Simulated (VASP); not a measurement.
Here is the system:

```xyz
3
Lattice="-1.6922 1.6922 4.5411 1.6922 -1.6922 4.5411 1.6922 1.6922 -4.5411" Properties=species:S:1:pos:R:3 pbc="T T T"
Hf     0.0000     0.0000     0.0000
Ge     1.6922     1.6922    -1.5637
Ge     0.0000     0.0000     6.1048
```

These are PBEsol GGA, VASP's PBE PAW potentials (set 64) (plane waves; VASP) values and carry that method's errors. Run with 400 eV cut-off, 14×14×14 Γ-centred mesh, tetrahedra with Blöchl corrections, potentials Hf_pv Ge_d.

Unless said otherwise, spin-orbit coupling is left out, though it shifts the bands of the heavy elements here.

Task: Predict the energy per atom (σ→0), band gap (on the k-mesh) with the smallest direct gap where there is one.

Result: 
| Quantity | Result |
|---|---|
| band gap (on the k-mesh) | none (metal, semimetal or under 0.01 eV) |
| energy per atom (σ→0) | -7.136 eV/atom |

The structure was generated: HfGe2 was put into the MoSi2 type (I4/mmm), which need not be its known phase. It was relaxed first.
